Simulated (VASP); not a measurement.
Set up this calculation in VASP 6.6.1, as the native input.

| Property | Result |
| --- | --- |
| Task | single point |
| Functional | PBE |
| Potentials or basis | VASP PAW PBE potentials, release 64 (Si, B) |
| Cutoff | 520 eV |
| k mesh | 5 × 5 × 5 |
| Occupations | gaussian, width 0.15 eV |
| Spin | no spin polarisation |
| Further INCAR settings | PREC = Normal; LREAL = Auto; ALGO = Fast; EDIFF = 1e-05 |

The structure of SiB2 lies in POSCAR:

```
SiB2
1.0
    3.1929500000      1.8434500000      4.5384400000
   -3.1929500000      1.8434500000      4.5384400000
    0.0000000000     -3.6869010000      4.5384400000
Si B
5 10
Direct
    0.7325760000      0.7325760000      0.7325760000
    0.3414220000      0.3414220000      0.3414220000
    0.7237610000      0.1862260000      0.7237610000
    0.7237610000      0.7237610000      0.1862260000
    0.1862260000      0.7237610000      0.7237610000
    0.8758880000      0.3328910000      0.8758880000
    0.3328910000      0.8758880000      0.8758880000
    0.8758880000      0.8758880000      0.3328910000
    0.1366360000      0.6610290000      0.1366360000
    0.1366360000      0.1366360000      0.6610290000
    0.6610290000      0.1366360000      0.1366360000
    0.4935340000      0.4935340000      0.4935340000
    0.1810760000      0.1810760000      0.9186250000
    0.9186250000      0.1810760000      0.1810760000
    0.1810760000      0.9186250000      0.1810760000
```

The cell was built by a generator and needn't be a form met in nature.

These files were run (other wordings do the same):

INCAR

```
SYSTEM = SiB2
ALGO     = Fast           ! electronic algorithm
EDIFF    = 1E-5           ! SCF threshold, eV
ENCUT    = 520            ! plane-wave cutoff, eV
GGA      = PE             ! functional
ISIF     = 2              ! what is computed and relaxed
ISMEAR   = 0              ! smearing method
LASPH    = .TRUE.         ! aspherical terms in the spheres
LCHARG   = .FALSE.        ! write CHGCAR
LREAL    = Auto         
LWAVE    = .FALSE.        ! write WAVECAR
NELM     = 80             ! most SCF steps
PREC     = Normal         ! precision mode
SIGMA    = 0.15           ! smearing width, eV
```

KPOINTS

```
k-points
0
G
  5 5 5
  0 0 0
```

Potentials or basis: VASP PAW PBE potentials, release 64 (Si, B).

Command:

```console
$ cat potpaw_PBE.64/Si/POTCAR potpaw_PBE.64/B/POTCAR > POTCAR
$ mpirun -np 1 vasp_std > vasp.out
```

It gave:

```json
{
 "Pressure": "0.0 GPa",
 "Largest force": "0.058 eV/Å",
 "Band gap on the k mesh": "none (metal or under the smearing width)"
}
```

Wall time 27 s on 1 thread of Intel(R) Xeon(R) 6975P-C (Granite Rapids), with other jobs on the host, peak memory 0.23 GiB.
